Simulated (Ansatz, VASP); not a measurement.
# CaGe23O47 (glassy 96GeO2-4CaO (mol %)) in two plane-wave programs, part 2 of 3

Aim: how closely do two programs agree when they are given the same cell, functional and k mesh? Of the first pair: The structure shown is the start of the Ansatz relaxation below; VASP solves that cell, so the two are compared at the walk's first step.

VASP 6.6.1 and Ansatz 0.2.0.

So far: The structure; Ansatz: relaxation, PBE.

### 3. VASP: single point, PBE, start cell, pair 1

Level of this step: PBE; plane waves and PAW (Ge_d, Ca_sv, O) (VASP).

The same cell, functional, mesh and smearing now go to VASP, with its own data sets.

Lines of VASP's logs that name or quote its potential files are left out, and so is its time.

File INCAR:

```
SYSTEM = CaGe23O47
PREC = Accurate
ENCUT = 520
EDIFF = 1E-06
NELM = 120
ISMEAR = -1
SIGMA = 0.05
LREAL = Auto
ALGO = Normal
GGA = PE
NBANDS = 360
LORBIT = 11
LWAVE = .FALSE.
LCHARG = .FALSE.
ISIF = 2
LASPH = .TRUE.
GGA_COMPAT = .FALSE.
EFERMI = MIDGAP
NCORE = 2
```

File POSCAR:

```
CaGe23O47
1.0
   10.4603000000      0.0000000000      0.0000000000
    0.0000000000     10.4603000000      0.0000000000
    0.0000000000      0.0000000000     10.4603000000
Ge Ca O
23 1 47
Direct
    0.5431106182      0.5814938386      0.6702675831
    0.3980191773      0.5366576484      0.3863177920
    0.0872919515      0.1999847041      0.1317075036
    0.7722436259      0.0909820942      0.4240413755
    0.5499842261      0.1089452501      0.1948701280
    0.9858895060      0.8129690353      0.7621387532
    0.2109021730      0.4460388325      0.9771134671
    0.3819202126      0.3216446947      0.7672820091
    0.1301014311      0.7499498102      0.0366815483
    0.4170626081      0.8704434863      0.7296827051
    0.9161878722      0.5884917259      0.2016768162
    0.3388334943      0.0552183016      0.9795990555
    0.4944695659      0.4018622793      0.1306845884
    0.7997093774      0.0708583884      0.0270355535
    0.2887871285      0.9469709282      0.4363737178
    0.7207345870      0.0101526725      0.7327801306
    0.3923788037      0.7893272659      0.1967247593
    0.6919304418      0.7571484565      0.0870242727
    0.2476219611      0.2613978567      0.4723956292
    0.8624991635      0.6057474451      0.5817519574
    0.7525596780      0.4947468046      0.9509191897
    0.9702780991      0.3467778171      0.4042618281
    0.9959083391      0.8594686577      0.4624723956
    0.0114815063      0.3947496726      0.7211934648
    0.1658556638      0.6001070715      0.9751154365
    0.7517853216      0.9110541763      0.0595680812
    0.3477433726      0.9448486181      0.8558645546
    0.8996682696      0.4570041012      0.5365620489
    0.0911924132      0.2966071719      0.5275374511
    0.4552163896      0.0216246188      0.0901121383
    0.3906197719      0.2014378173      0.8871447282
    0.4614781603      0.5703086910      0.5286177261
    0.7405428143      0.0808007419      0.5850214621
    0.7830559353      0.0866609944      0.8596216170
    0.1069567794      0.3437186314      0.0471305794
    0.3450857050      0.6634991348      0.3045323748
    0.4953968815      0.4334292516      0.7438027590
    0.3580776842      0.8937506572      0.5799833657
    0.6754968787      0.1544793170      0.0875691902
    0.0489374110      0.8194793648      0.9082531094
    0.1414682179      0.8849459385      0.4018622793
    0.3969771421      0.9099165416      0.3188723077
    0.7008212002      0.6561379693      0.9584906743
    0.2720094070      0.8089442941      0.0929992448
    0.8316491879      0.8786937277      0.7431622420
    0.5678231026      0.9412923148      0.7435542002
    0.8482930700      0.2349072206      0.3964895844
    0.5100236131      0.4898999073      0.2735389998
    0.9248587517      0.7150177337      0.4758754529
    0.3528675086      0.4448725180      0.0559161783
    0.2397827978      0.4044721471      0.8138103114
    0.4769652878      0.2512356242      0.1966004799
    0.0788027112      0.2558435227      0.2856227833
    0.4627209545      0.7087942028      0.7386977429
    0.2952209784      0.4100838408      0.4140703422
    0.6192556619      0.4255900882      0.0271407130
    0.8231599476      0.4357140809      0.8209993977
    0.3355926694      0.2610728182      0.6208139346
    0.2733764806      0.1127214325      0.4185922010
    0.5312562737      0.7558865425      0.1324531801
    0.0420638031      0.8876800857      0.6232421632
    0.7027427512      0.6114642983      0.6332609963
    0.6401441641      0.0745389712      0.3316252880
    0.0342819996      0.7082206055      0.1614198446
    0.9432903454      0.1214305517      0.0938118410
    0.8728430351      0.5123753621      0.0680382016
    0.9580413564      0.4749003375      0.3006892728
    0.7838876514      0.6902000899      0.2037322065
    0.2082540654      0.1124824336      0.0575891705
    0.9702302993      0.6544362972      0.7127424644
    0.8750609447      0.9612343814      0.4118619925
```

File KPOINTS:

```
Automatic mesh
0
Gamma
1 1 1
0 0 0
```

PAW data sets: Ge_d, Ca_sv and O (PBE family, release 64).

Started as:

```
$ mpirun -np 8 vasp_gam
```

Numbers of over 12 decimals in the logs are rounded to 6 here.

Output:

```text
[banner, memory and clock lines left out]
running    8 mpi-ranks, on    1 nodes
[...]
LDA part: xc-table for (Slater+PW92), standard interpolation
 POSCAR, INCAR and KPOINTS ok, starting setup
[...]
entering main loop
       N       E                     dE             d eps       ncg     rms          rms(c)
DAV:   1     0.199718390764E+05    0.19972E+05   -0.21117E+05   944   0.447E+03
DAV:   2     0.486246645068E+04   -0.15109E+05   -0.14170E+05   728   0.132E+03
DAV:   3     0.269985223206E+03   -0.45925E+04   -0.43028E+04   776   0.403E+02
DAV:   4    -0.475859830838E+03   -0.74585E+03   -0.73004E+03   840   0.186E+02
[...]
DAV:  18    -0.440898393736E+03    0.10349E-05   -0.48332E-05   936   0.444E-02    0.105E-02
DAV:  19    -0.440898393399E+03    0.33696E-06   -0.22480E-05  1072   0.213E-02    0.364E-03
DAV:  20    -0.440898393574E+03   -0.17541E-06   -0.38267E-06   608   0.130E-02
   1 F= -.44089839E+03 E0= -.44089839E+03  d E =-.610570E-06
```

Parts of OUTCAR (step 3):

```text
 POSITION                                       TOTAL-FORCE (eV/Angst)
 -----------------------------------------------------------------------------------
      5.68110      6.08260      7.01120        -0.351735     -0.625626     -0.214594
      4.16340      5.61360      4.04100         0.822993     -1.788566     -1.061384
      0.91310      2.09190      1.37770        -0.853472      0.903665     -0.547739
      8.07790      0.95170      4.43560         1.542843     -0.086466      0.820114
      5.75300      1.13960      2.03840         2.704597      0.239152     -1.031204
     10.31270      8.50390      7.97220        -2.773254      0.734750     -2.948767
      2.20610      4.66570     10.22090         1.323754     -0.468747     -0.231675
      3.99500      3.36450      8.02600        -1.656605     -1.697767      0.325574
      1.36090      7.84470      0.38370        -0.769904     -2.179853     -0.336927
      4.36260      9.10510      7.63270         2.897220     -0.435877     -0.534178
      9.58360      6.15580      2.10960        -0.600000      3.146171     -2.307275
      3.54430      0.57760     10.24690         1.341124      2.522061     -2.304212
      5.17230      4.20360      1.36700         0.378997      0.943937      0.461146
      8.36520      0.74120      0.28280        -0.379454     -1.468888     -0.730076
[...]
-----------------------------------------------------------------------------------
    total drift:                                0.036796      0.007863      0.027115

  FREE ENERGIE OF THE ION-ELECTRON SYSTEM (eV)
  ---------------------------------------------------
  free  energy   TOTEN  =      -440.8983935744 eV

  energy  without entropy=     -440.8983929639  energy(sigma->0) =     -440.89839327

[... 1 further part left out ...]
```

The run ends at a pressure of 4.97 GPa, with forces up to 4.3 eV/Å.

### 4. Comparison

Known differences besides the potentials themselves: the cutoff is 420 eV in Ansatz and 520 eV in VASP (PREC = Accurate, projectors in real space). Total energies have different zeros and are not compared.

Forces on 8 of the 71 atoms, those with the largest forces and the largest differences (eV/Å; atoms numbered as in POSCAR):

```csv
atom,"Ansatz x, y, z","VASP x, y, z"
Ge6,"-2.792, 0.732, -3.029","-2.773, 0.735, -2.949"
Ge11,"-0.608, 3.271, -2.334","-0.600, 3.146, -2.307"
Ge12,"1.365, 2.558, -2.347","1.341, 2.522, -2.304"
Ge16,"-0.090, -3.374, -0.914","-0.085, -3.332, -0.906"
Ge17,"-0.789, -0.638, 4.335","-0.737, -0.654, 4.227"
Ge22,"0.787, -0.934, 0.299","0.712, -0.904, 0.255"
Ge23,"-1.690, 1.581, 2.546","-1.676, 1.557, 2.484"
O36,"-2.037, 2.368, -1.049","-1.995, 2.309, -1.017"
```

The forces differ by 33 meV/Å r.m.s., which is 2.6 % of the r.m.s. force of 1.262 eV/Å (both taken over all components).

### 5. Ansatz: relaxation, PBE

This run makes the geometry at which the two programs are then compared. The cell compared in this pair holds 1078.09 Å³, against 1144.54 Å³ for the pair before.

The structure compared here is the end of the Ansatz relaxation.

File input.yaml:

```yaml
crystal:
  lattice:
    - [10.4603, 0.0, 0.0]
    - [0.0, 10.4603, 0.0]
    - [0.0, 0.0, 10.4603]
  atoms:
    - { symbol: Ge, position: [0.54311, 0.58149, 0.67027] }
    - { symbol: Ge, position: [0.39802, 0.53666, 0.38632] }
    - { symbol: Ge, position: [0.08729, 0.19998, 0.13171] }
    - { symbol: Ge, position: [0.77224, 0.09098, 0.42404] }
    - { symbol: Ge, position: [0.54998, 0.10895, 0.19487] }
    - { symbol: Ge, position: [0.98589, 0.81297, 0.76214] }
    - { symbol: Ge, position: [0.2109, 0.44604, 0.97711] }
    - { symbol: Ge, position: [0.38192, 0.32164, 0.76728] }
    - { symbol: Ge, position: [0.1301, 0.74995, 0.03668] }
    - { symbol: Ge, position: [0.41706, 0.87044, 0.72968] }
    - { symbol: Ge, position: [0.91619, 0.58849, 0.20168] }
    - { symbol: Ge, position: [0.33883, 0.05522, 0.9796] }
    - { symbol: Ge, position: [0.49447, 0.40186, 0.13068] }
    - { symbol: Ge, position: [0.79971, 0.07086, 0.02704] }
    - { symbol: Ge, position: [0.28879, 0.94697, 0.43637] }
    - { symbol: Ge, position: [0.72073, 0.01015, 0.73278] }
    - { symbol: Ge, position: [0.39238, 0.78933, 0.19672] }
    - { symbol: Ge, position: [0.69193, 0.75715, 0.08702] }
    - { symbol: Ge, position: [0.24762, 0.2614, 0.4724] }
    - { symbol: Ge, position: [0.8625, 0.60575, 0.58175] }
    - { symbol: Ge, position: [0.75256, 0.49475, 0.95092] }
    - { symbol: Ge, position: [0.97028, 0.34678, 0.40426] }
    - { symbol: Ge, position: [0.99591, 0.85947, 0.46247] }
    - { symbol: Ca, position: [0.01148, 0.39475, 0.72119] }
    - { symbol: O, position: [0.16586, 0.60011, 0.97512] }
    - { symbol: O, position: [0.75179, 0.91105, 0.05957] }
    - { symbol: O, position: [0.34774, 0.94485, 0.85586] }
    - { symbol: O, position: [0.89967, 0.457, 0.53656] }
    - { symbol: O, position: [0.09119, 0.29661, 0.52754] }
    - { symbol: O, position: [0.45522, 0.02162, 0.09011] }
    - { symbol: O, position: [0.39062, 0.20144, 0.88714] }
    - { symbol: O, position: [0.46148, 0.57031, 0.52862] }
    - { symbol: O, position: [0.74054, 0.0808, 0.58502] }
    - { symbol: O, position: [0.78306, 0.08666, 0.85962] }
    - { symbol: O, position: [0.10696, 0.34372, 0.04713] }
    - { symbol: O, position: [0.34509, 0.6635, 0.30453] }
    - { symbol: O, position: [0.4954, 0.43343, 0.7438] }
    - { symbol: O, position: [0.35808, 0.89375, 0.57998] }
    - { symbol: O, position: [0.6755, 0.15448, 0.08757] }
    - { symbol: O, position: [0.04894, 0.81948, 0.90825] }
    - { symbol: O, position: [0.14147, 0.88495, 0.40186] }
    - { symbol: O, position: [0.39698, 0.90992, 0.31887] }
    - { symbol: O, position: [0.70082, 0.65614, 0.95849] }
    - { symbol: O, position: [0.27201, 0.80894, 0.093] }
    - { symbol: O, position: [0.83165, 0.87869, 0.74316] }
    - { symbol: O, position: [0.56782, 0.94129, 0.74355] }
    - { symbol: O, position: [0.84829, 0.23491, 0.39649] }
    - { symbol: O, position: [0.51002, 0.4899, 0.27354] }
    - { symbol: O, position: [0.92486, 0.71502, 0.47588] }
    - { symbol: O, position: [0.35287, 0.44487, 0.05592] }
    - { symbol: O, position: [0.23978, 0.40447, 0.81381] }
    - { symbol: O, position: [0.47697, 0.25124, 0.1966] }
    - { symbol: O, position: [0.0788, 0.25584, 0.28562] }
    - { symbol: O, position: [0.46272, 0.70879, 0.7387] }
    - { symbol: O, position: [0.29522, 0.41008, 0.41407] }
    - { symbol: O, position: [0.61926, 0.42559, 0.02714] }
    - { symbol: O, position: [0.82316, 0.43571, 0.821] }
    - { symbol: O, position: [0.33559, 0.26107, 0.62081] }
    - { symbol: O, position: [0.27338, 0.11272, 0.41859] }
    - { symbol: O, position: [0.53126, 0.75589, 0.13245] }
    - { symbol: O, position: [0.04206, 0.88768, 0.62324] }
    - { symbol: O, position: [0.70274, 0.61146, 0.63326] }
    - { symbol: O, position: [0.64014, 0.07454, 0.33163] }
    - { symbol: O, position: [0.03428, 0.70822, 0.16142] }
    - { symbol: O, position: [0.94329, 0.12143, 0.09381] }
    - { symbol: O, position: [0.87284, 0.51238, 0.06804] }
    - { symbol: O, position: [0.95804, 0.4749, 0.30069] }
    - { symbol: O, position: [0.78389, 0.6902, 0.20373] }
    - { symbol: O, position: [0.20825, 0.11248, 0.05759] }
    - { symbol: O, position: [0.97023, 0.65444, 0.71274] }
    - { symbol: O, position: [0.87506, 0.96123, 0.41186] }
kpoints:
  mp_grid: { grid: [1, 1, 1] }
hamiltonian:
  xc: pbe
scf:
  occupations: { method: fermi_dirac, width: 0.05 }
output:
  forces: true
relax:
  f_tol: 0.05
  max_steps: 150
  cell: {}
```

Started as:

```
$ ansatz run input.yaml --threads 4 --pin off --max-ram 8192MiB --backend cpu --events-out ev --progress --plain --runs-dir out
```

Output:

```text
[...]
Crystal: 71 atoms, lattice volume = 1144.544 Å³
Basis set: ecut = 420 eV, 22335 PW (Γ), exchange–correlation on 144×144×144 points (8 copies of the dense FFT grid, shifted against one another)
Bands: 378, of which v1, the nominal top of the filled ones, is band 307 counted from 1 (306 counted from 0)
Symmetry: 1 space group operations
[...]
k-points: 1
[...]
- { symbol: O, position: [0.322605, 0.966439, 0.846653] }
    - { symbol: O, position: [0.882463, 0.433762, 0.550220] }
    - { symbol: O, position: [0.081036, 0.289707, 0.530364] }
    - { symbol: O, position: [0.489810, 0.017374, 0.070945] }
    - { symbol: O, position: [0.418874, 0.233604, 0.900256] }
    - { symbol: O, position: [0.403544, 0.613357, 0.529835] }
[...]
- { symbol: O, position: [0.755324, 0.676201, 0.234658] }
    - { symbol: O, position: [0.242766, 0.118487, 0.087240] }
    - { symbol: O, position: [0.945960, 0.627988, 0.721618] }
    - { symbol: O, position: [0.930250, 0.992391, 0.400171] }
[key lines of the parts left out:]
P = ⅓ Tr σ = -0.0152 GPa (-0.152 kbar)
```

(Part 2 of 3 ends here.)

[Lines on the potential files, build, host, timing and source positions are cut from VASP's logs without a mark.]

[Logs are printed without paths, hosts, clocks, repeated set-up lines and the standing remarks that a program may print on its own settings, such as how far it seeks lower states.]

[Hosts, paths, dates, database ids (printed as entryN), source tags and the programs' standing remarks are cut or masked in the printed files.]
